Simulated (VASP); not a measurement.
Here is the system:

```yaml
crystal:
  lattice:
    - [0.00000, 1.71993, 1.71993]
    - [1.71993, 0.00000, 1.71993]
    - [1.71993, 1.71993, 0.00000]
  atoms:
    - { symbol: Ni, position: [0.00000, 0.00000, 0.00000], spin: 0.6 }
```

Computed with PBE GGA with D3 dispersion (zero damping), VASP's PBE PAW potentials (set 64) (plane waves; VASP 6.6.1). Run with 520 eV cut-off, 18×18×18 Γ-centred mesh, first-order Methfessel-Paxton smearing of 0.10 eV, potentials Ni.

**Question.** Predict the cell moment, energy per atom (σ→0), pressure, band gap (on the k-mesh) with the smallest direct gap where there is one.

**Answer.** 
- band gap (on the k-mesh): none (metal, semimetal or under 0.01 eV)
- cell moment: 0.61 μB
- energy per atom (σ→0): -5.867 eV/atom
- pressure: 7.23 GPa

**Question.** Give the moment on each site (PAW-sphere projection).

**Answer.** 
| site | moment (μB) |
|---|---|
| Ni1 | 0.61 |

The compound is Ni in the fcc structure. This cell is one point of a volume scan, at 0.97 of the reference volume.
